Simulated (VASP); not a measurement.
A VASP calculation is set up with these files.

**INCAR**
```
ALGO=Normal
LCHARG=.FALSE.
SIGMA=0.2   # width (eV)
LWAVE=.FALSE.
ENCUT=400   # plane-wave cut-off (eV)
GGA=PE   # PBE
PREC=Accurate
ISMEAR=0
LMAXMIX=4
SYSTEM=PbO
ISIF=2   # forces and stress, cell fixed
LREAL=.FALSE.   # projection in real space or not
EDIFF=1E-6   # SCF stop (eV)
NELM=100   # most electronic steps
LASPH=.TRUE.
```

KPOINTS:
```
Regular mesh
0
gamma
5 5 1
0 0 0
```

### POSCAR
```
PbO
3.8020670
  1.0000000000   0.0000000000   0.0000000000
  0.0000000000   1.0000000000   0.0000000000
  0.0000000000   0.0000000000   4.3044833245
Pb O
2 2
Direct
  0.5000000000   0.0000000000   0.5722820000
  0.0000000000   0.5000000000   0.4277180000
  0.0000000000   0.0000000000   0.5000000000
  0.5000000000   0.5000000000   0.5000000000
```

POTCAR, in this order: Pb_d O (PBE.64 set). Program: vasp_std.

### Question
Write an equivalent input for Quantum ESPRESSO's pw.x.

### Answer
One equivalent input (not run):
```
&CONTROL
  calculation = 'scf'
  pseudo_dir = './pseudo'
  outdir = './out'
  tprnfor = .true.
  tstress = .true.
/
&SYSTEM
  ibrav = 0
  nat = 4
  ntyp = 2
  ecutwfc = 84
  occupations = 'smearing'
  smearing = 'gaussian'
  degauss = 0.0147
  input_dft = 'pbe'
/
&ELECTRONS
  conv_thr = 7.3e-08
  electron_maxstep = 100
/
ATOMIC_SPECIES
  Pb 207.200 Pb.upf
  O 15.999 O.upf
CELL_PARAMETERS angstrom
     3.8020670    0.0000000    0.0000000
     0.0000000    3.8020670    0.0000000
     0.0000000    0.0000000   16.3659340
ATOMIC_POSITIONS crystal
  Pb   0.5000000  0.0000000  0.5722820
  Pb   0.0000000  0.5000000  0.4277180
  O    0.0000000  0.0000000  0.5000000
  O    0.5000000  0.5000000  0.5000000
K_POINTS automatic
  5 5 1 0 0 0
```
The two are equivalent in intent, not identical: the potentials are each code's own (VASP's PAW set, PseudoDojo norm-conserving files in pw.x), so ENCUT and ecutwfc are chosen apart and not converted; conv_thr bounds pw.x's estimated SCF error, while EDIFF bounds the energy change between steps.

The cell is a sheet with vacuum, built from a generated structure.
